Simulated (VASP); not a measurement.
Here is the system:

```
CELL_PARAMETERS angstrom
      2.72300     0.00000     0.00000
     -1.36150     2.35819     0.00000
      0.00000     0.00000     8.76128
ATOMIC_POSITIONS crystal
  Os 0.98712 0.98645 0.99974
  Os 0.03444 0.01692 0.49713
  Os 0.35163 0.67856 0.25261
  Os 0.62681 0.31807 0.75051
```

The numbers are results of PBE GGA, VASP's PBE PAW potentials (set 64) (plane waves; VASP), not measurements. Run with 300 eV cut-off, 11×11×3 Γ-centred mesh, Gaussian smearing of 0.10 eV, potentials Os.

At this cut-off the stress carries a Pulay error, which pulls relaxed volumes low.

**Question.** The ions, cell shape and volume are relaxed. What does this cell relax into?

**Answer.** 
```
CELL_PARAMETERS angstrom
      2.73318    -0.00004     0.00001
     -1.36662     2.36710    -0.00001
      0.00003    -0.00002     8.81692
ATOMIC_POSITIONS crystal
  Os 0.99968 0.99970 0.00002
  Os 0.00044 0.00026 0.49997
  Os 0.33296 0.66654 0.24999
  Os 0.66691 0.33350 0.75002
```
Space group P6_3/mmc (194), at a tolerance of 0.03 Å.

**Question.** How do energy and volume change from the first to the last step?

**Answer.** The energy (σ→0) changes by -24.9 meV/atom and the volume by +1.4 %, in 16 ionic steps.

```
step  E(σ→0) (eV)  max force (eV/Å)  pressure (GPa)  volume (Å³)
----  -----------  ----------------  --------------  -----------
1        -44.4528             0.815            6.59        56.26
2        -44.1994             0.331          -23.32        61.09
3        -44.4893             0.661           -2.48        57.46
4        -44.5279             0.351           -0.33        57.10
5        -44.5299             0.270            0.36        57.00
6        -44.5467             0.322            0.40        56.99
7        -44.5472             0.311            0.37        56.99
8        -44.5508             0.071           -1.41        57.23
9        -44.5510             0.082           -1.09        57.19
10       -44.5483             0.174            2.65        56.67
11       -44.5520             0.065            0.20        57.01
12       -44.5523             0.047           -0.04        57.04
13       -44.5523             0.047           -0.03        57.04
14       -44.5525             0.024            0.00        57.04
15       -44.5525             0.020            0.02        57.03
16       -44.5525             0.008           -0.06        57.04
```

The structure was generated: Os was put into an ordered model structure, which need not be its known phase. In the starting cell atoms are displaced from their ideal sites. This run relaxes it. The run is one of a series of settings (EDIFFG = -0.01, IBRION = 2, ISIF = 3, NSW = 50 against the base run), some of them coarse on purpose. VASP warned that the highest band is occupied, so more bands are needed.
